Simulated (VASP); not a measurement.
A convergence study with VASP on HgTe (zinc blende): one setting is varied, all else stays as given below, so the limit is that of these other settings. Each run relaxes cell and ions from the cell shown.

```
CELL_PARAMETERS angstrom
      0.00000     3.23000     3.23000
      3.23000     0.00000     3.23000
      3.23000     3.23000     0.00000
ATOMIC_POSITIONS crystal
  Hg 0.00000 0.00000 0.00000
  Te 0.25000 0.25000 0.25000
```

These are PBEsol GGA, VASP's PBE PAW potentials (set 64) (plane waves; VASP) values and carry that method's errors. The tightest run used: 550 eV cut-off, 11×11×11 Γ-centred mesh, Gaussian smearing of 0.050 eV, potentials Hg Te.

Task: The settings run are 2×2×2 mesh; 3×3×3 mesh; 4×4×4 mesh; 5×5×5 mesh; 7×7×7 mesh; 8×8×8 mesh; 9×9×9 mesh; 10×10×10 mesh; 11×11×11 mesh. From which on does the relaxed volume stay within 0.1 Å³/atom of the tightest run?

Result: From 7×7×7 mesh on: it is off by 0.025 there and by no more than 0.1 in any finer run, while 5×5×5 mesh is off by 0.139.
```
setting        relaxed volume (Å³/atom)  E (eV/atom)  irreducible k-points  difference judged (Å³/atom)
-------------  ------------------------  -----------  --------------------  ---------------------------
2×2×2 mesh                       39.495      -1.5722                     3                        4.927
3×3×3 mesh                       35.721      -2.0347                     4                        1.152
4×4×4 mesh                       34.942      -2.1421                     8                        0.374
5×5×5 mesh                       34.707      -2.1721                    10                        0.139
7×7×7 mesh                       34.593      -2.1856                    20                        0.025
8×8×8 mesh                       34.580      -2.1871                    29                        0.012
9×9×9 mesh                       34.574      -2.1878                    35                        0.006
10×10×10 mesh                    34.570      -2.1882                    47                        0.002
11×11×11 mesh                    34.568      -2.1883                    56                        0.000
```

Left out are rungs that failed or repeat a setting and relaxations that didn't move; long series are thinned to 24 rows.

The compound is HgTe in the zinc blende structure.
